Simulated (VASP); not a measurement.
# Al2Au: convergence with the PAW data sets and smearing

Aim: find what the PAW data sets and smearing change for Al2Au, and what they cost. The series runs use LDA. The PAW data sets tried: minimal 64: Al Au; recommended 54: Al Au; gw 64: Al_GW Au_sv_GW. The smearing tried: ISMEAR = -1, SIGMA = 0.01; ISMEAR = -1, SIGMA = 0.05; ISMEAR = -1, SIGMA = 0.1; ISMEAR = -1, SIGMA = 0.2; ISMEAR = -1, SIGMA = 0.5; ISMEAR = 1, SIGMA = 0.01; ISMEAR = 1, SIGMA = 0.05; ISMEAR = 1, SIGMA = 0.1; ISMEAR = 1, SIGMA = 0.2; ISMEAR = 1, SIGMA = 0.5; ISMEAR = -5. The start is a cell from a database of measured crystal structures.

Program: VASP 6.6.1. Level of theory: LDA; plane waves and PAW (Al, Au), in the first sound run; inputs show where later runs differ. Results are calculated unless marked as measured.

### 1. Starting point

The structure is cubic, space group Fm-3m (No. 225). Conventional cell: a = 6.000 Å, b = 6.000 Å, c = 6.000 Å, α = 90.00°, β = 90.00°, γ = 90.00°. Nearest to Al lie 4 Au at 2.60 Å. Nearest to Au lie 8 Al at 2.60 Å. Farther neighbours are not listed.

Structure file:

```xyz
3
Lattice="0.0000 3.0000 3.0000 3.0000 0.0000 3.0000 3.0000 3.0000 0.0000" Properties=species:S:1:pos:R:3 pbc="T T T"
Al    1.5000    1.5000    1.5000
Al    4.5000    4.5000    4.5000
Au    0.0000    0.0000    0.0000
```

### 2. PAW data sets: minimal 64: Al Au

Data sets differ in which electrons are valence and how hard the partial waves are. LDA, the lowest rung, knows the local density alone.

File INCAR:

```
SYSTEM = Al2Au
PREC = Accurate
ENCUT = 400
EDIFF = 1E-06
NELM = 100
ISMEAR = -1
SIGMA = 0.05
LREAL = .FALSE.
ALGO = Normal
GGA = CA
NBANDS = 14
LASPH = .TRUE.
LORBIT = 11
LWAVE = .FALSE.
LCHARG = .FALSE.
KPAR = 4
ISIF = 2
```

File POSCAR:

```
Al2Au
1.0
    0.0000000000      3.0000000000      3.0000000000
    3.0000000000      0.0000000000      3.0000000000
    3.0000000000      3.0000000000      0.0000000000
Al Au
2 1
Direct
    0.2500000000      0.2500000000      0.2500000000
    0.7500000000      0.7500000000      0.7500000000
    0.0000000000      0.0000000000      0.0000000000
```

File KPOINTS:

```
Automatic mesh
0
Gamma
7 7 7
0 0 0
```

The projector-augmented-wave data sets are Al and Au (PBE family, release 64).

Run with:

```console
$ mpirun -np 4 vasp_std
```

The log of the run:

```text
[banner, memory and clock lines left out]
running    4 mpi-ranks, on    1 nodes
 distrk:  each k-point on    1 cores,    4 groups
 distr:  one band on    1 cores,    1 groups

 POSCAR found type information on POSCAR AlAu
 POSCAR found :  2 types and       3 ions
|                                                                             |
|               ----> ADVICE to this user running VASP <----                  |
|                                                                             |
|     You enforced a specific xc type in the INCAR file but a different       |
|     [... a line on the potential file left out ...]
|     I HOPE YOU KNOW WHAT YOU ARE DOING!                                     |
|                                                                             |

 LDA part: xc-table for (Slater(with rela. corr.)+CA(PZ))
 , standard interpolation
 POSCAR, INCAR and KPOINTS ok, starting setup
 FFT: planning ... GRIDC
 FFT: planning ... GRID_SOFT
 FFT: planning ... GRID
 WAVECAR not read
 entering main loop
       N       E                     dE             d eps       ncg     rms          rms(c)
DAV:   1     0.446521119695E+02    0.44652E+02   -0.61473E+03   584   0.816E+02
DAV:   2    -0.146328142519E+02   -0.59285E+02   -0.54736E+02   670   0.167E+02
DAV:   3    -0.159084363995E+02   -0.12756E+01   -0.12715E+01   734   0.236E+01
DAV:   4    -0.159180378661E+02   -0.96015E-02   -0.96004E-02   632   0.240E+00
DAV:   5    -0.159182027591E+02   -0.16489E-03   -0.16489E-03   748   0.325E-01    0.987E+00
DAV:   6    -0.144642008636E+02    0.14540E+01   -0.68101E+00   644   0.271E+01    0.344E+00
DAV:   7    -0.143598412606E+02    0.10436E+00   -0.32340E-01   578   0.607E+00    0.159E+00
DAV:   8    -0.143203357070E+02    0.39506E-01   -0.31673E-02   710   0.111E+00    0.402E-01
DAV:   9    -0.143183937690E+02    0.19419E-02   -0.35394E-03   668   0.618E-01    0.189E-01
DAV:  10    -0.143184100199E+02   -0.16251E-04   -0.14949E-04   698   0.948E-02    0.306E-02
DAV:  11    -0.143184034588E+02    0.65610E-05   -0.11372E-05   698   0.277E-02    0.114E-02
DAV:  12    -0.143184034250E+02    0.33842E-07   -0.78239E-07   436   0.841E-03
   1 F= -.14318403E+02 E0= -.14314306E+02  d E =-.819503E-02
```

It took 2.8 s on 4 MPI ranks of Intel Xeon 6975P-C (Granite Rapids), shared host; peak memory 0.52 GiB.

Lines that name or quote the potential files are left out of all logs, and their timing lines are given in words.

From OUTCAR (step 2):

```text
ion  position               nearest neighbor table
   1  0.250  0.250  0.250-   3 2.60   3 2.60   3 2.60   3 2.60   2 3.00   2 3.00   2 3.00   2 3.00
                             2 3.00   2 3.00
   2  0.750  0.750  0.750-   3 2.60   3 2.60   3 2.60   3 2.60   1 3.00   1 3.00   1 3.00   1 3.00
                             1 3.00   1 3.00
   3  0.000  0.000  0.000-   2 2.60   2 2.60   2 2.60   1 2.60   2 2.60   1 2.60   1 2.60   1 2.60

  LATTYP: Found a face centered cubic cell.
 ALAT       =     6.0000000000

 Subroutine GETGRP returns: Found 48 space group operations
 (whereof 48 operations were pure point group operations)

The static configuration has the point symmetry O_h .

 Found     20 irreducible k-points:

   k-points           NKPTS =     20   k-points in BZ     NKDIM =     20   number of bands    NBANDS=     14

   dimension x,y,z NGX =    28 NGY =   28 NGZ =   28
   dimension x,y,z NGXF=    56 NGYF=   56 NGZF=   56

   ENCUT  =  400.0 eV  29.40 Ry    5.42 a.u.   6.92  6.92  6.92*2*pi/ulx,y,z

   NELECT =      17.0000    total number of electrons

 k-points in reciprocal lattice and weights: Automatic mesh
   0.00000000  0.00000000  0.00000000       0.003
   0.14285714  0.00000000  0.00000000       0.023
   0.28571429  0.00000000  0.00000000       0.023
   0.42857143  0.00000000  0.00000000       0.023
   0.14285714  0.14285714  0.00000000       0.017
   0.28571429  0.14285714  0.00000000       0.070
   0.42857143  0.14285714  0.00000000       0.070
  -0.42857143  0.14285714  0.00000000       0.070
  -0.28571429  0.14285714  0.00000000       0.070
[...]
-0.42857143  0.42857143  0.14285714       0.070
  -0.28571429  0.42857143  0.14285714       0.070

 average (electrostatic) potential at core
       1 -72.4063       2 -72.4063       3 -67.4596

 E-fermi :   7.5682

 k-point     1 :       0.0000    0.0000    0.0000
  band No.  band energies     occupation
    ...
      2       0.9468      2.00000
      3       0.9468      2.00000
      4       0.9468      2.00000
      5       1.9183      2.00000
      6       1.9183      2.00000
      7       9.7089      0.00000
      8      10.5192      0.00000
      9      10.5192      0.00000
     10      10.5192      0.00000
     11      11.5007      0.00000
    ...

 k-point     2 :       0.1429    0.0000    0.0000
  band No.  band energies     occupation
    ...
      2       0.8638      2.00000
      3       1.0108      2.00000
      4       1.0108      2.00000
      5       1.9069      2.00000
      6       1.9069      2.00000
      7       7.7384      0.06432
      8       9.6983      0.00000
      9       9.6983      0.00000
     10      10.0119      0.00000
     11      12.2541      0.00000
    ...

 k-point     3 :       0.2857    0.0000    0.0000
  band No.  band energies     occupation
    ...
      3       1.1305      2.00000
      4       1.1305      2.00000
      5       1.9289      2.00000
      6       1.9289      2.00000
      7       4.8644      2.00000
      8       8.6850      0.00000
      9       8.6850      0.00000
     10      10.3829      0.00000
     11      11.7886      0.00000
     12      11.7886      0.00000
    ...

  Total       -0.6723915     -0.6723915     -0.6723915     -0.0000000     -0.0000000      0.0000000
  in kB      -19.9498219    -19.9498219    -19.9498219     -0.0000000     -0.0000000      0.0000000
  external PRESSURE =     -19.9498219 kB  Pullay stress =       0.0000000 kB

  energy-cutoff  :      400.00
  volume of cell :       54.00
      direct lattice vectors                 reciprocal lattice vectors
     0.000000000  3.000000000  3.000000000    -0.166666667  0.166666667  0.166666667
     3.000000000  0.000000000  3.000000000     0.166666667 -0.166666667  0.166666667
     3.000000000  3.000000000  0.000000000     0.166666667  0.166666667 -0.166666667

 POSITION                                       TOTAL-FORCE (eV/Angst)
 -----------------------------------------------------------------------------------
      1.50000      1.50000      1.50000         0.000000     -0.000000      0.000000
      4.50000      4.50000      4.50000        -0.000000      0.000000     -0.000000
      0.00000      0.00000      0.00000        -0.000000      0.000000     -0.000000
 -----------------------------------------------------------------------------------
    total drift:                               -0.000000     -0.000000      0.000000

  FREE ENERGIE OF THE ION-ELECTRON SYSTEM (eV)
  ---------------------------------------------------
  free  energy   TOTEN  =       -14.3184034250 eV

  energy  without entropy=      -14.3102083906  energy(sigma->0) =      -14.31430591

 total charge
# of ion       s       p       d       tot
------------------------------------------
    1        0.390   0.359   0.000   0.749
    2        0.390   0.359   0.000   0.749
    3        0.754   0.691   8.548   9.993
--------------------------------------------------
tot          1.534   1.409   8.548  11.491

[... 3 further parts left out ...]
```

This run has no spin polarisation. Its electron count is odd, so without a moment it is a metal by construction. The k-mesh is coarse for a metal. The PAW data sets were made with PBE, though LDA sets exist; this is a small mismatch.

This step gave:

- SCF cycles: 12
- electrons: 17
- bands: 14
- irreducible k-points: 20
- symmetry operations: 48
- free energy (TOTEN): -14.32 eV
- energy at zero smearing: -14.31 eV
- Fermi energy: 7.568 eV
- pressure: -1.995 GPa
- metallic: yes

The series starts at -4.7714 eV an atom and -1.99 GPa, after 12 cycles in 2.8 s.

### 3. PAW data sets: recommended 54: Al Au

INCAR is that of step 2.

POSCAR is that of step 2.

KPOINTS is that of step 2.

Potentials, in the order of the species: Al and Au (PBE family, release 54).

Run with:

```console
$ mpirun -np 4 vasp_std
```

The log of the run:

```text
[banner, memory and clock lines left out]
running    4 mpi-ranks, on    1 nodes
[...]
[... a notice as in an earlier step ...]

 LDA part: xc-table for (Slater(with rela. corr.)+CA(PZ))
 , standard interpolation
 POSCAR, INCAR and KPOINTS ok, starting setup
[...]
entering main loop
       N       E                     dE             d eps       ncg     rms          rms(c)
[... 12 cycles as in an earlier step ...]
   1 F= -.14318403E+02 E0= -.14314306E+02  d E =-.819503E-02
```

The job ended after 2.4 s (4 MPI ranks; peak memory 0.53 GiB).

Parts of OUTCAR (step 3):

```text
[... 6 parts as in an earlier step ...]

[... 1 further part left out ...]
[key lines of the parts left out:]
E-fermi :   7.5682
```

With 17 valence electrons the pressure is -1.99 GPa, +0.00 GPa from the first of the series, after 12 cycles in 2.4 s.

### 4. PAW data sets: GW 64: Al GW Au sv GW

This step: LDA; plane waves and PAW (Al_GW, Au_sv_GW) (VASP 6.6.1).

INCAR: that of step 3 with these lines changed.

```diff
@@ -10,3 +10,3 @@
 GGA = CA
-NBANDS = 14
+NBANDS = 18
 LASPH = .TRUE.
```

POSCAR is that of step 3.

KPOINTS is that of step 3.

The projector-augmented-wave data sets are Al_GW and Au_sv_GW (PBE family, release 64).

Run with:

```console
$ mpirun -np 4 vasp_std
```

The log of the run:

```text
[... set-up lines as in an earlier step ...]
 entering main loop
       N       E                     dE             d eps       ncg     rms          rms(c)
DAV:   1     0.147544838664E+03    0.14754E+03   -0.12150E+04  1180   0.135E+03
DAV:   2    -0.459729521388E+01   -0.15214E+03   -0.14657E+03  1078   0.436E+02
DAV:   3    -0.179562725021E+02   -0.13359E+02   -0.13182E+02  1216   0.106E+02
DAV:   4    -0.183704756444E+02   -0.41420E+00   -0.41367E+00  1080   0.168E+01
[...]
DAV:  12    -0.137328301678E+02    0.90545E-05   -0.29230E-05  1144   0.102E-01    0.899E-03
DAV:  13    -0.137328291485E+02    0.10193E-05   -0.30686E-06   728   0.402E-02    0.363E-03
DAV:  14    -0.137328294798E+02   -0.33132E-06   -0.38909E-06   900   0.143E-02
   1 F= -.13732829E+02 E0= -.13728731E+02  d E =-.819649E-02
```

Wall time 4 s (4 MPI ranks); peak memory 0.55 GiB.

From OUTCAR (step 4):

```text
  Total       -1.1736710     -1.1736710     -1.1736710      0.0000000     -0.0000000      0.0000000
  in kB      -34.8227596    -34.8227596    -34.8227596      0.0000000     -0.0000000      0.0000000
  external PRESSURE =     -34.8227596 kB  Pullay stress =       0.0000000 kB

 POSITION                                       TOTAL-FORCE (eV/Angst)
 -----------------------------------------------------------------------------------
      1.50000      1.50000      1.50000        -0.000000     -0.000000     -0.000000
      4.50000      4.50000      4.50000         0.000000      0.000000      0.000000
      0.00000      0.00000      0.00000        -0.000000      0.000000     -0.000000
 -----------------------------------------------------------------------------------
    total drift:                               -0.000000     -0.000000      0.000000

  FREE ENERGIE OF THE ION-ELECTRON SYSTEM (eV)
  ---------------------------------------------------
  free  energy   TOTEN  =       -13.7328294798 eV

  energy  without entropy=      -13.7246329851  energy(sigma->0) =      -13.72873123

[... 1 part as in an earlier step ...]

[... 2 further parts left out ...]
[key lines of the parts left out:]
E-fermi :   6.5700
```

With 25 valence electrons the pressure is -3.48 GPa, -1.49 GPa from the first of the series, after 14 cycles in 4 s.

### 5. The PAW data sets series as a table

This step: convergence of LDA results with the datasets; plane waves and PAW (VASP 6.6.1).

This step runs nothing: it gathers the runs above.

Results of the series, by row:

```tsv
setting	status	pressure (GPa)	SCF cycles	wall time (s)
minimal 64: Al Au, 400 eV	converged	-1.995	12	2.8
recommended 54: Al Au, 400 eV	converged	-1.995	12	2.4
gw 64: Al_GW Au_sv_GW, 400 eV	converged	-3.482	14	4
```

### 6. Smearing: ISMEAR = -1, SIGMA = 0.01

This step: LDA; plane waves and PAW (Al, Au) (VASP 6.6.1).

Smearing steadies the sum over the Fermi surface at the price of an entropy term.

INCAR: that of step 4 with these lines changed.

```diff
@@ -6,3 +6,3 @@
 ISMEAR = -1
-SIGMA = 0.05
+SIGMA = 0.01
 LREAL = .FALSE.
@@ -10,3 +10,3 @@
 GGA = CA
-NBANDS = 18
+NBANDS = 14
 LASPH = .TRUE.
```

POSCAR is that of step 4.

KPOINTS is that of step 4.

PAW data sets: Al and Au (PBE family, release 64).

Run with:

```console
$ mpirun -np 4 vasp_std
```

The log of the run:

```text
[... set-up lines as in an earlier step ...]
 entering main loop
       N       E                     dE             d eps       ncg     rms          rms(c)
DAV:   1     0.446568649072E+02    0.44657E+02   -0.61473E+03   584   0.816E+02
DAV:   2    -0.146270271191E+02   -0.59284E+02   -0.54845E+02   670   0.167E+02
DAV:   3    -0.159034277010E+02   -0.12764E+01   -0.12725E+01   734   0.236E+01
DAV:   4    -0.159130253168E+02   -0.95976E-02   -0.95968E-02   632   0.240E+00
DAV:   5    -0.159131901867E+02   -0.16487E-03   -0.16487E-03   748   0.325E-01    0.987E+00
DAV:   6    -0.144598520657E+02    0.14533E+01   -0.68113E+00   644   0.271E+01    0.344E+00
DAV:   7    -0.143552053374E+02    0.10465E+00   -0.32452E-01   578   0.607E+00    0.159E+00
DAV:   8    -0.143157095543E+02    0.39496E-01   -0.31951E-02   710   0.111E+00    0.401E-01
DAV:   9    -0.143137595919E+02    0.19500E-02   -0.36064E-03   668   0.625E-01    0.189E-01
DAV:  10    -0.143137752193E+02   -0.15627E-04   -0.15156E-04   698   0.948E-02    0.306E-02
DAV:  11    -0.143137687259E+02    0.64934E-05   -0.10696E-05   698   0.265E-02    0.115E-02
DAV:  12    -0.143137686766E+02    0.49297E-07   -0.77890E-07   436   0.842E-03
   1 F= -.14313769E+02 E0= -.14313289E+02  d E =-.959049E-03
```

It took 2.2 s on 4 MPI ranks; peak memory 0.52 GiB.

Parts of OUTCAR (step 6):

```text
   NELECT =      17.0000    total number of electrons

 E-fermi :   7.5573

 k-point     1 :       0.0000    0.0000    0.0000
  band No.  band energies     occupation
    ...
      2       0.9468      2.00000
      3       0.9468      2.00000
      4       0.9468      2.00000
      5       1.9185      2.00000
      6       1.9185      2.00000
      7       9.7090      0.00000
      8      10.5192      0.00000
      9      10.5192      0.00000
     10      10.5192      0.00000
     11      11.5007      0.00000
    ...

  Total       -0.6726949     -0.6726949     -0.6726949      0.0000000      0.0000000      0.0000000
  in kB      -19.9588247    -19.9588247    -19.9588247      0.0000000      0.0000000      0.0000000
  external PRESSURE =     -19.9588247 kB  Pullay stress =       0.0000000 kB

 POSITION                                       TOTAL-FORCE (eV/Angst)
 -----------------------------------------------------------------------------------
      1.50000      1.50000      1.50000         0.000000      0.000000      0.000000
      4.50000      4.50000      4.50000        -0.000000     -0.000000     -0.000000
      0.00000      0.00000      0.00000         0.000000      0.000000     -0.000000
 -----------------------------------------------------------------------------------
    total drift:                               -0.000000     -0.000000      0.000000

  FREE ENERGIE OF THE ION-ELECTRON SYSTEM (eV)
  ---------------------------------------------------
  free  energy   TOTEN  =       -14.3137686766 eV

  energy  without entropy=      -14.3128096273  energy(sigma->0) =      -14.31328915

[... 9 parts as in an earlier step ...]

[... 8 further parts left out ...]
```

This step gave:

```
SCF cycles              : 12
electrons               : 17
bands                   : 14
free energy (TOTEN)     : -14.31 eV
energy at zero smearing : -14.31 eV
Fermi energy            : 7.557 eV
pressure                : -1.996 GPa
```

The series starts at -4.7711 eV an atom and -2.00 GPa, after 12 cycles in 2.2 s. The entropy term T·S comes to 0.32 meV an atom in size.

### 7. Smearing: ISMEAR = -1, SIGMA = 0.05

INCAR: that of step 6 with these lines changed.

```diff
@@ -6,3 +6,3 @@
 ISMEAR = -1
-SIGMA = 0.01
+SIGMA = 0.05
 LREAL = .FALSE.
```

POSCAR is that of step 6.

KPOINTS is that of step 6.

Run with:

```console
$ mpirun -np 4 vasp_std
```

The log of the run:

```text
[... set-up lines as in an earlier step ...]
 entering main loop
       N       E                     dE             d eps       ncg     rms          rms(c)
[... 12 cycles as in an earlier step ...]
   1 F= -.14318403E+02 E0= -.14314306E+02  d E =-.819503E-02
```

It took 2.2 s on 4 MPI ranks; peak memory 0.52 GiB; 6.5 s of CPU time.

From OUTCAR (step 7):

```text
[... 6 parts as in an earlier step ...]

[... 1 further part left out ...]
[key lines of the parts left out:]
E-fermi :   7.5682
```

Against the run before the energy at zero width moves by -0.34 meV an atom while the pressure stays within 0.01 GPa, after 12 cycles in 2.2 s. The entropy term T·S comes to 2.73 meV an atom in size.

(Part 1 of 3 ends here.)

[Lines on the potential files, build, host, timing and source positions are cut from VASP's logs without a mark.]

[Logs are printed without paths, hosts, clocks, repeated set-up lines and the standing remarks that a program may print on its own settings, such as how far it seeks lower states.]

[Hosts, paths, dates, database ids (printed as entryN), source tags and the programs' standing remarks are cut or masked in the printed files.]

[A measured line is paired with the nearest computed mode of its activity, which favours agreement.]
